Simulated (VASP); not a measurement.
Input:

```yaml
crystal:
  lattice:
    - [-2.01285, 2.01285, 3.92990]
    - [2.01285, -2.01285, 3.92990]
    - [2.01285, 2.01285, -3.92990]
  atoms:
    - { symbol: Be, position: [0.00000, 0.00000, 0.00000] }
    - { symbol: Be, position: [0.75000, 0.25000, 0.50000] }
    - { symbol: Be, position: [0.25000, 0.75000, 0.50000] }
    - { symbol: Zn, position: [0.50000, 0.50000, 0.00000] }
    - { symbol: O, position: [0.08336, 0.08336, 0.44108] }
    - { symbol: O, position: [0.91664, 0.35773, 0.00000] }
    - { symbol: O, position: [0.64227, 0.64227, 0.55892] }
    - { symbol: O, position: [0.35773, 0.91664, 0.00000] }
```

All values below come from PBEsol GGA, VASP's PBE PAW potentials (set 64) (plane waves; VASP). Numerical set-up: 520 eV cut-off, 8×8×8 Γ-centred mesh, Gaussian smearing of 0.010 eV, potentials Be Zn O.

Problem. Give the electronic dielectric tensor ε∞ (DFPT, local fields included).

Solution. 
```
3.49  0.00  0.00
0.00  3.49  0.00
0.00  0.00  3.47
```

Problem. Give the Born effective charges.

Solution. 
```json
[
 {"atom": "Be1", "Z*xx": "1.80", "Z*yy": "1.80", "Z*zz": "1.88", "mean": "1.83"},
 {"atom": "Be2", "Z*xx": "1.92", "Z*yy": "1.92", "Z*zz": "1.83", "mean": "1.89"},
 {"atom": "Be3", "Z*xx": "1.92", "Z*yy": "1.92", "Z*zz": "1.83", "mean": "1.89"},
 {"atom": "Zn4", "Z*xx": "1.90", "Z*yy": "1.90", "Z*zz": "1.94", "mean": "1.91"},
 {"atom": "O5", "Z*xx": "-1.88", "Z*yy": "-1.88", "Z*zz": "-1.87", "mean": "-1.88"},
 {"atom": "O6", "Z*xx": "-1.88", "Z*yy": "-1.88", "Z*zz": "-1.87", "mean": "-1.88"},
 {"atom": "O7", "Z*xx": "-1.88", "Z*yy": "-1.88", "Z*zz": "-1.87", "mean": "-1.88"},
 {"atom": "O8", "Z*xx": "-1.88", "Z*yy": "-1.88", "Z*zz": "-1.87", "mean": "-1.88"}
]
```

Problem. And the static tensor with the ions free?

Solution. 
```
8.19  0.00  0.00
0.00  8.19  0.00
0.00  0.00  7.94
```

Problem. Which frequencies do the optical Γ-point modes have (no LO-TO splitting)?

Solution. 246 (×2), 256, 507 (×2), 509, 551, 552 (×2), 576, 596 (×2), 631, 632, 641, 662 (×2), 705, 721 (×2), 785 cm⁻¹.

The piezoelectric tensor e of the same run, ions relaxed (C/m²):

```json
[
 {"": "x", "xx": "0.00", "yy": "0.00", "zz": "0.00", "yz": "-0.29", "xz": "0.00", "xy": "0.00"},
 {"": "y", "xx": "0.00", "yy": "0.00", "zz": "0.00", "yz": "0.00", "xz": "-0.29", "xy": "0.00"},
 {"": "z", "xx": "0.00", "yy": "0.00", "zz": "0.00", "yz": "0.00", "xz": "0.00", "xy": "-0.32"}
]
```

The structure comes from a computed database's Be3ZnO4 entry (I-42m); how it stands against other phases isn't given here. It was relaxed first.
